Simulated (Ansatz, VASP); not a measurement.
# Cross-check of NiSb between VASP and Ansatz

Wanted: the spread between two codes on one cell, functional and k mesh.

Program: Ansatz 0.2.0. Level of theory: plane waves, with VASP 6.6.1 beside it; relaxation of cell and atoms at r2SCAN. Results are calculated unless marked as measured.

## Step 1: Starting point

Symmetry: P6_3/mmc, No. 194, hexagonal system. Conventional cell: a = 3.946 Å, b = 3.946 Å, c = 5.148 Å, α = 90.00°, β = 90.00°, γ = 120.00°. Ni has 2 Ni at 2.57 Å and 6 Sb at 2.62 Å nearest. Nearest to Sb lie 6 Ni at 2.62 Å. Farther neighbours are not listed.

As a file:

```xyz
4
Lattice="3.9460 0.0000 0.0000 -1.9730 3.4173 0.0000 0.0000 0.0000 5.1480" Properties=species:S:1:pos:R:3 pbc="T T T"
Ni    0.0000    0.0000    0.0000
Ni    0.0000    0.0000    2.5740
Sb    0.0000    2.2782    1.2870
Sb    1.9730    1.1391    3.8610
```

## Step 2: VASP: relaxation of cell and atoms, r2SCAN

The relaxed volume is the usual yardstick between codes: its relative difference is about their pressure difference at one cell divided by the bulk modulus.

Lines of VASP's logs that name or quote its potential files are left out, and so is its time.

The input, INCAR:

```
SYSTEM = NiSb
PREC = Accurate
ENCUT = 520
EDIFF = 1E-06
NELM = 100
ISMEAR = -1
SIGMA = 0.05
LREAL = .FALSE.
ALGO = Normal
METAGGA = R2SCAN
LASPH = .TRUE.
NBANDS = 23
ISPIN = 2
MAGMOM = 1 1 0 0
LMAXMIX = 4
LORBIT = 11
LWAVE = .FALSE.
LCHARG = .FALSE.
KPAR = 2
IBRION = 2
NSW = 60
ISIF = 3
EDIFFG = -0.01
```

The input, POSCAR:

```
NiSb
1.0
    3.9460000000      0.0000000000      0.0000000000
   -1.9730000000      3.4173362433      0.0000000000
    0.0000000000      0.0000000000      5.1480000000
Ni Sb
2 2
Direct
    0.0000000000      0.0000000000      0.0000000000
    0.0000000000      0.0000000000      0.5000000000
    0.3333333333      0.6666666667      0.2500000000
    0.6666666667      0.3333333333      0.7500000000
```

The input, KPOINTS:

```
Automatic mesh
0
Gamma
6 6 4
0 0 0
```

PAW data sets: Ni and Sb (PBE family, release 64).

On the command line:

```bash
$ mpirun -np 2 vasp_std
```

Numbers of over 12 decimals in the logs are rounded to 6 here.

The program printed:

```text
[banner, memory and clock lines left out]
running    2 mpi-ranks, on    1 nodes
 distrk:  each k-point on    1 cores,    2 groups
 distr:  one band on    1 cores,    1 groups

 POSCAR found type information on POSCAR NiSb
 POSCAR found :  2 types and       4 ions
|                                                                             |
|               ----> ADVICE to this user running VASP <----                  |
|                                                                             |
|     You enforced a specific xc type in the INCAR file but a different       |
|     [... a line on the potential file left out ...]
|     I HOPE YOU KNOW WHAT YOU ARE DOING!                                     |
|                                                                             |

 LDA part: xc-table for (None), standard interpolation
 POSCAR, INCAR and KPOINTS ok, starting setup
 FFT: planning ... GRIDC
 FFT: planning ... GRID_SOFT
 FFT: planning ... GRID
 WAVECAR not read
 entering main loop
       N       E                     dE             d eps       ncg     rms          rms(c)
DAV:   1     0.117943747396E+03    0.11794E+03   -0.12812E+04  1932   0.139E+03
DAV:   2    -0.709853857846E+02   -0.18893E+03   -0.17960E+03  2051   0.291E+02
DAV:   3    -0.807700638015E+02   -0.97847E+01   -0.95349E+01  2339   0.821E+01
DAV:   4    -0.809691022522E+02   -0.19904E+00   -0.19883E+00  2188   0.111E+01
DAV:   5    -0.809760170537E+02   -0.69148E-02   -0.69145E-02  2732   0.205E+00    0.135E+01
DAV:   6    -0.803691951303E+02    0.60682E+00   -0.28220E+01  2163   0.967E+01    0.185E+01
DAV:   7    -0.762459435991E+02    0.41233E+01   -0.89643E+00  2296   0.610E+01    0.405E+00
DAV:   8    -0.763852000746E+02   -0.13926E+00   -0.12685E+00  2810   0.138E+01    0.297E+00
DAV:   9    -0.763427500247E+02    0.42450E-01   -0.17448E-01  2297   0.647E+00    0.956E-01
DAV:  10    -0.763419464019E+02    0.80362E-03   -0.14298E-02  2744   0.156E+00    0.401E-01
DAV:  11    -0.763425678368E+02   -0.62143E-03   -0.15805E-03  2559   0.384E-01    0.223E-01
DAV:  12    -0.763427534769E+02   -0.18564E-03   -0.13326E-03  2382   0.596E-01    0.452E-02
DAV:  13    -0.763427738516E+02   -0.20375E-04   -0.14766E-04  2227   0.105E-01    0.432E-02
DAV:  14    -0.763427705956E+02    0.32560E-05   -0.67464E-06  2439   0.247E-02    0.313E-02
DAV:  15    -0.763427637831E+02    0.68125E-05   -0.54532E-06  2216   0.387E-02    0.114E-02
DAV:  16    -0.763427612735E+02    0.25096E-05   -0.30182E-06  1645   0.255E-02    0.215E-03
DAV:  17    -0.763427614000E+02   -0.12652E-06   -0.61300E-07  1071   0.721E-03
   1 F= -.76342761E+02 E0= -.76332337E+02  d E =-.763428E+02  mag=     0.0003
[... from here on, the cycles between the ionic steps are left out ...]
   2 F= -.76344113E+02 E0= -.76333618E+02  d E =-.135203E-02  mag=     0.0000
   3 F= -.76346750E+02 E0= -.76336290E+02  d E =-.398899E-02  mag=     0.0000
   4 F= -.76346750E+02 E0= -.76336291E+02  d E =-.398837E-02  mag=    -0.0000
   5 F= -.76345714E+02 E0= -.76335274E+02  d E =-.295306E-02  mag=     0.0000
   6 F= -.76346742E+02 E0= -.76336284E+02  d E =-.398033E-02  mag=     0.0000
   7 F= -.76346914E+02 E0= -.76336496E+02  d E =-.172481E-03  mag=    -0.0000
   8 F= -.76346940E+02 E0= -.76336541E+02  d E =-.198478E-03  mag=    -0.0000
   9 F= -.76346920E+02 E0= -.76336519E+02  d E =0.198713E-04  mag=    -0.0000
 trial-energy change:    0.000020  1 .order    0.000014   -0.000071    0.000100
 step:   0.3729(harm=  0.4184)  dis= 0.00000  next Energy=   -76.346953 (dE=-0.129E-04)
 bond charge predicted
       N       E                     dE             d eps       ncg     rms          rms(c)
DAV:   1    -0.763474464789E+02   -0.52581E-03   -0.45670E-03  2226   0.102E+00    0.208E-01
DAV:   2    -0.763481604184E+02   -0.71394E-03   -0.73102E-03  2282   0.164E+00    0.287E-01
DAV:   3    -0.763469366294E+02    0.12238E-02   -0.30174E-03  2282   0.109E+00    0.344E-02
DAV:   4    -0.763469490584E+02   -0.12429E-04   -0.76490E-05  1974   0.645E-02    0.969E-03
DAV:   5    -0.763469474311E+02    0.16273E-05   -0.33306E-06  2102   0.270E-02    0.244E-03
DAV:   6    -0.763469479079E+02   -0.47680E-06   -0.55153E-07   980   0.551E-03
  10 F= -.76346948E+02 E0= -.76336549E+02  d E =-.770018E-05  mag=     0.0000
 curvature:  -0.23 expect dE=-0.386E-06 dE for cont linesearch -0.382E-06
 trial: gam= 0.00000 g(F)=  0.723E-47 g(S)=  0.165E-05 ort =-0.114E-04 (trialstep = 0.879E+00)
 search vector abs. value=  0.165E-05
 reached required accuracy - stopping structural energy minimisation
```

OUTCAR, selected parts (step 2):

```text
ion  position               nearest neighbor table
   1  0.000  0.000  0.000-   2 2.57   2 2.57   4 2.62   3 2.62   3 2.62   4 2.62   4 2.62   3 2.62

  LATTYP: Found a hexagonal cell.
 ALAT       =     3.9460000000
 C/A-ratio  =     1.3046122656

 Subroutine GETGRP returns: Found 24 space group operations
 (whereof 12 operations were pure point group operations)

The static configuration has the point symmetry D_3d.
 The point group associated with its full space group is D_6h.

 Found     21 irreducible k-points:

   k-points           NKPTS =     21   k-points in BZ     NKDIM =     21   number of bands    NBANDS=     23

   dimension x,y,z NGX =    30 NGY =   30 NGZ =   40
   dimension x,y,z NGXF=    60 NGYF=   60 NGZF=   80

   ENCUT  =  520.0 eV  38.22 Ry    6.18 a.u.   7.34  7.34  9.57*2*pi/ulx,y,z

   NELECT =      30.0000    total number of electrons

 k-points in reciprocal lattice and weights: Automatic mesh
   0.00000000  0.00000000  0.00000000       0.007
   0.16666667  0.00000000  0.00000000       0.042
   0.33333333  0.00000000  0.00000000       0.042
   0.50000000  0.00000000  0.00000000       0.021
   0.16666667  0.16666667  0.00000000       0.042
   0.33333333  0.16666667  0.00000000       0.083
   0.33333333  0.33333333  0.00000000       0.014
   0.00000000  0.00000000  0.25000000       0.014
   0.16666667  0.00000000  0.25000000       0.083
[...]
0.33333333  0.16666667  0.50000000       0.083
   0.33333333  0.33333333  0.50000000       0.014

 average (electrostatic) potential at core
       1 -86.7779       2 -86.7779       3 -88.1478       4 -88.1478

 E-fermi :  10.0110

 spin component 1
 k-point     1 :       0.0000    0.0000    0.0000
  band No.  band energies     occupation
    ...
      9       7.6917      1.00000
     10       7.6918      1.00000
     11       8.4989      1.00000
     12       8.4989      1.00000
     13       9.8043      0.98423
     14      10.5250      0.00003
     15      10.5250      0.00003
     16      12.5114      0.00000
     17      12.5114      0.00000
     18      13.5362      0.00000
    ...

 k-point     2 :       0.1667    0.0000    0.0000
  band No.  band energies     occupation
    ...
     11       8.4725      1.00000
     12       8.4992      1.00000
     13       8.7580      1.00000
     14       9.5310      0.99993
     15       9.6868      0.99848
     16      11.5247      0.00000
     17      13.3490      0.00000
     18      13.4893      0.00000
     19      14.9966      0.00000
     20      16.0818      0.00000
    ...

 k-point     3 :       0.3333    0.0000    0.0000
  band No.  band energies     occupation
    ...
     11       7.8999      1.00000
     12       8.2954      1.00000
     13       8.4320      1.00000
     14       8.5004      1.00000
     15       9.1116      1.00000
     16      10.2912      0.00367
     17      11.7150      0.00000
     18      13.9458      0.00000
     19      13.9653      0.00000
     20      15.9113      0.00000
    ...

 k-point     4 :       0.5000    0.0000    0.0000
  band No.  band energies     occupation
    ...
     12       7.9748      1.00000
     13       8.2391      1.00000
     14       8.4161      1.00000
     15       8.5014      1.00000
     16       9.6621      0.99907
     17      11.0629      0.00000
     18      13.6267      0.00000
     19      14.0650      0.00000
     20      15.4829      0.00000
     21      15.7798      0.00000
    ...

 k-point     5 :       0.1667    0.1667    0.0000
  band No.  band energies     occupation
    ...
     11       7.8834      1.00000
     12       8.4460      1.00000
     13       8.4946      1.00000
     14       8.5747      1.00000
     15       9.4265      0.99999
     16      11.8589      0.00000
     17      12.1198      0.00000
     18      12.2383      0.00000
     19      14.5415      0.00000
     20      15.5551      0.00000
    ...

 k-point     6 :       0.3333    0.1667    0.0000
  band No.  band energies     occupation
    ...
     11       8.0034      1.00000
     12       8.0761      1.00000
     13       8.4281      1.00000
     14       8.4805      1.00000
     15       8.7157      1.00000
     16      10.4035      0.00039
     17      10.7849      0.00000
     18      12.1322      0.00000
     19      13.6023      0.00000
     20      14.9498      0.00000
    ...

  Total        0.0079686      0.0079686      0.0031071     -0.0000000      0.0000000      0.0000000
  in kB        0.1860532      0.1860532      0.0725452     -0.0000000      0.0000000      0.0000000
  external PRESSURE =       0.1482172 kB  Pullay stress =       0.0000000 kB

  energy-cutoff  :      520.00
  volume of cell :       68.62
      direct lattice vectors                 reciprocal lattice vectors
     3.923511612 -0.000000000 -0.000000000     0.254873720  0.147151411 -0.000000000
    -1.961755806  3.397860728 -0.000000000     0.000000000  0.294302822  0.000000000
     0.000000000 -0.000000000  5.147270120     0.000000000  0.000000000  0.194277739

 POSITION                                       TOTAL-FORCE (eV/Angst)
 -----------------------------------------------------------------------------------
      0.00000      0.00000     -0.00000        -0.000000      0.000000      0.000000
      0.00000     -0.00000      2.57364        -0.000000      0.000000      0.000000
     -0.00000      2.26524      1.28682        -0.000000      0.000000     -0.000000
      1.96176      1.13262      3.86045         0.000000     -0.000000      0.000000
 -----------------------------------------------------------------------------------
    total drift:                                0.000000     -0.000000     -0.000000

  FREE ENERGIE OF THE ION-ELECTRON SYSTEM (eV)
  ---------------------------------------------------
  free  energy   TOTEN  =       -76.3469479079 eV

  energy  without entropy=      -76.3261491232  energy(sigma->0) =      -76.33654852

 reached required accuracy - stopping structural energy minimisation

 total charge
# of ion       s       p       d       tot
------------------------------------------
    1        0.457   0.505   8.476   9.438
    2        0.457   0.505   8.476   9.438
    3        1.109   1.238   0.077   2.424
    4        1.109   1.238   0.077   2.424
--------------------------------------------------
tot          3.133   3.486  17.105  23.724

 magnetization (x)
# of ion       s       p       d       tot
------------------------------------------
    1        0.000   0.000   0.000   0.000
    2        0.000   0.000   0.000   0.000
    3        0.000  -0.000  -0.000   0.000
    4        0.000  -0.000  -0.000   0.000
--------------------------------------------------
tot          0.000  -0.000   0.000   0.000

[... 1 further part left out ...]
```

CONTCAR:

```
NiSb
   1.00000000000000
     3.9235116123614246   -0.0000000000000000   -0.0000000000000000
    -1.9617558061807123    3.3978607283154107   -0.0000000000000000
     0.0000000000000000   -0.0000000000000000    5.1472701201599600
  Ni              Sb
     2     2
Direct
     0.0000000000000000    0.0000000000000000    0.0000000000000000
     0.0000000000000000    0.0000000000000000    0.5000000000000000
     0.3333333332999970    0.6666666667000030    0.2500000000000000
     0.6666666667000030    0.3333333332999970    0.7500000000000000
```

The moments of VASP's start collapse, so its state is non-magnetic.

[end of part 1 of 2]

[Lines on the potential files, build, host, timing and source positions are cut from VASP's logs without a mark.]

[Logs are printed without paths, hosts, clocks, repeated set-up lines and the standing remarks that a program may print on its own settings, such as how far it seeks lower states.]

[Hosts, paths, dates, database ids (printed as entryN), source tags and the programs' standing remarks are cut or masked in the printed files.]
